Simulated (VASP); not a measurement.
Calculation: optB86b-vdW, VASP's PBE PAW potentials (set 64) (plane waves; VASP).

The input files of a VASP run:

**INCAR**
```
AGGAC  =  0.0
ALGO  =  Normal
EDIFF  =  1E-7
ENCUT  =  520
GGA  =  MK
ISIF  =  2
ISMEAR  =  -5
LASPH  =  .TRUE.
LCHARG  =  .TRUE.
LMAXMIX  =  4
LORBIT  =  11
LREAL  =  .FALSE.
LUSE_VDW  =  .TRUE.
LWAVE  =  .FALSE.
NEDOS  =  601
NELM  =  100
PARAM1  =  0.1234
PARAM2  =  1.0
PREC  =  Accurate
SYSTEM  =  Tl
```

**KPOINTS**
```
Automatic mesh
0
Gamma
13 13 8
0 0 0
```

**POSCAR**
```
Tl
3.4947380
  0.4999999903  -0.8660254173   0.0000000000
  0.4999999903   0.8660254173   0.0000000000
  0.0000000000   0.0000000000   1.6004723779
Tl
2
Cart
  0.4999999903   0.2886757164   0.4001180945
  0.4999999903  -0.2886757164   1.2003542834
```

POTCAR, in this order: Tl_d (PBE.64 set). Program: vasp_std.

Unless said otherwise, spin-orbit coupling is left out, though it shifts the bands of the heavy elements here.

Question: What does the run give for the energy per atom (σ→0), band gap (on the k-mesh)?

Answer: 
```yaml
energy per atom (σ→0): 0.773 eV/atom
band gap (on the k-mesh): none (metal, semimetal or under 0.01 eV)
```

**OSZICAR**
```
...
DAV:   6     0.153771855489E+01    0.47857E-01   -0.94453E-02  3750   0.257E+00    0.187E+00
DAV:   7     0.154620757369E+01    0.84890E-02   -0.35713E-02  3771   0.156E+00    0.725E-01
DAV:   8     0.154682388636E+01    0.61631E-03   -0.21112E-03  3681   0.393E-01    0.368E-02
DAV:   9     0.154682032116E+01   -0.35652E-05   -0.13313E-05  4403   0.333E-02    0.103E-02
DAV:  10     0.154681626515E+01   -0.40560E-05   -0.46151E-06  3704   0.184E-02    0.111E-03
DAV:  11     0.154681601572E+01   -0.24943E-06   -0.17672E-07  2782   0.328E-03    0.525E-04
DAV:  12     0.154681598042E+01   -0.35294E-07   -0.25827E-08  1951   0.139E-03
   1 F= 0.15468160E+01 E0= 0.15468160E+01  d E =0.000000E+00
```

The compound is Tl in the hcp structure. It was relaxed first.
